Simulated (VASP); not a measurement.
The input files of a VASP run:

**KPOINTS**
```
Automatic mesh
0
Gamma
11 11 9
```

### POSCAR
```
MgB2
1
    1.5347547878    -2.6582727819     0.0000000000
    1.5347547878     2.6582727819     0.0000000000
    0.0000000000     0.0000000000     3.5339151490
Mg B
1 2
Direct
  0.0000000000   0.0000000000   0.0000000000
  0.3333330000   0.6666670000   0.5000000000
  0.6666670000   0.3333330000   0.5000000000
```

### INCAR
```
SYSTEM  =  MgB2
PREC  =  Accurate; ENCUT  =  620; LREAL  =  F
LASPH  =  T
EDIFF  =  1E-6; NELM  =  100; ALGO  =  Normal
ISMEAR  =  1; SIGMA  =  0.1
GGA  =  PE
IBRION  =  2; NSW  =  40; ISIF  =  3
EDIFFG  =  -0.02; PSTRESS  =  50
LWAVE  =  F; LCHARG  =  F
```

POTCAR, in this order: Mg B (PBE.64 set). Program: vasp_std.

Problem. Translate this PBE calculation to Quantum ESPRESSO's pw.x.

Solution. One equivalent input (not run):
```
&CONTROL
  calculation = 'vc-relax'
  pseudo_dir = './pseudo'
  outdir = './out'
  tprnfor = .true.
  tstress = .true.
  nstep = 40
  forc_conv_thr = 0.00078
/
&SYSTEM
  ibrav = 0
  nat = 3
  ntyp = 2
  ecutwfc = 84
  occupations = 'smearing'
  smearing = 'methfessel-paxton'
  degauss = 0.00735
  input_dft = 'pbe'
/
&ELECTRONS
  conv_thr = 7.3e-08
  electron_maxstep = 100
/
&IONS
/
&CELL
  press = 50
/
ATOMIC_SPECIES
  Mg 24.305 Mg.upf
  B 10.810 B.upf
CELL_PARAMETERS angstrom
     1.5347548   -2.6582728    0.0000000
     1.5347548    2.6582728    0.0000000
     0.0000000    0.0000000    3.5339151
ATOMIC_POSITIONS crystal
  Mg   0.0000000  0.0000000  0.0000000
  B    0.3333330  0.6666670  0.5000000
  B    0.6666670  0.3333330  0.5000000
K_POINTS automatic
  11 11 9 0 0 0
```
What does not carry over: the potentials are each code's own (VASP's PAW set, PseudoDojo norm-conserving files in pw.x), so ENCUT and ecutwfc are chosen apart and not converted; conv_thr bounds pw.x's estimated SCF error, while EDIFF bounds the energy change between steps; forc_conv_thr acts on force components and is met together with etot_conv_thr.

The compound is MgB2 in the AlB2 type structure. This run relaxes it under an external pressure of 5 GPa. Symmetry was kept, so distortions that lower it aren't found.
